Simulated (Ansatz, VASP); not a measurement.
Two plane-wave programs on Si3As

The input INCAR:

```
PREC     = Accurate       # precision mode
ENCUT    = 520            # plane-wave cutoff, eV
EDIFF    = 1E-6           # SCF threshold, eV
ISMEAR   = 0              # smearing method
SIGMA    = 0.1            # smearing width, eV
LREAL    = False          # projectors in reciprocal space
LASPH    = True           # aspherical terms in the spheres
NELM     = 100            # most SCF steps
ALGO     = Normal         # electronic algorithm
ISIF     = 2              # what is computed and relaxed
LWAVE    = False          # write WAVECAR
LCHARG   = True           # write CHGCAR
GGA      = PE             # functional
LELF     = True           # ELF
LVHAR    = True         
NBANDS   = 16             # bands
```

Contents of KPOINTS:

```
Automatic mesh
0
Gamma
  4 4 4
```

File POSCAR:

```
Si3As
1.0
   -2.7338143800      2.7338143800      2.7338143800
    2.7338143800     -2.7338143800      2.7338143800
    2.7338143800      2.7338143800     -2.7338143800
Si As
3 1
Direct
    0.0000000000      0.5000000000      0.5000000000
    0.5000000000      0.0000000000      0.5000000000
    0.5000000000      0.5000000000      0.0000000000
    0.0000000000      0.0000000000      0.0000000000
```

Input for Ansatz:

```yaml
crystal:
  lattice:
    - [-2.73381438, 2.73381438, 2.73381438]
    - [2.73381438, -2.73381438, 2.73381438]
    - [2.73381438, 2.73381438, -2.73381438]
  atoms:
    - { symbol: Si, position: [0.0, 0.5, 0.5] }
    - { symbol: Si, position: [0.5, 0.0, 0.5] }
    - { symbol: Si, position: [0.5, 0.5, 0.0] }
    - { symbol: As, position: [0.0, 0.0, 0.0] }
basis:
  ecutwfc: 420
kpoints:
  mp_grid: { grid: [4, 4, 4] }
hamiltonian:
  xc: pbe
scf:
  occupations: { method: gaussian, width: 0.1 }
  lower_state_search: "off"
output:
  forces: true
  stress: true
  eigenvalues: true
```

Alike in both runs: task single point; functional PBE; k mesh 4 × 4 × 4; occupations gaussian, width 0.1 eV; no spin polarisation.

|  | VASP | Ansatz |
| --- | --- | --- |
| version | VASP 6.6.1 | Ansatz 0.2.0 |
| potentials or method | VASP PAW PBE potentials, release 64 (Si, As) | scalar-relativistic, plane waves, PAW |
| plane-wave cutoff (eV) | 520 | 420 |
| valence electrons in the cell | 17 | 27 |

```tsv
	VASP	Ansatz	Ansatz less VASP
gap on the k mesh at the Fermi level (eV)	none	none	-
pressure (GPa)	-10.5	-10.5	-0.03
```

A gap of «none» marks a metal or a gap that the smearing closes. With one functional, cell and mesh, what is left measures potentials, basis and numerics. The two sets of potentials don't hold the same shells in valence.

Caveats: the k mesh is coarse (spacing up to 0.41 Å⁻¹), so the values aren't converged.
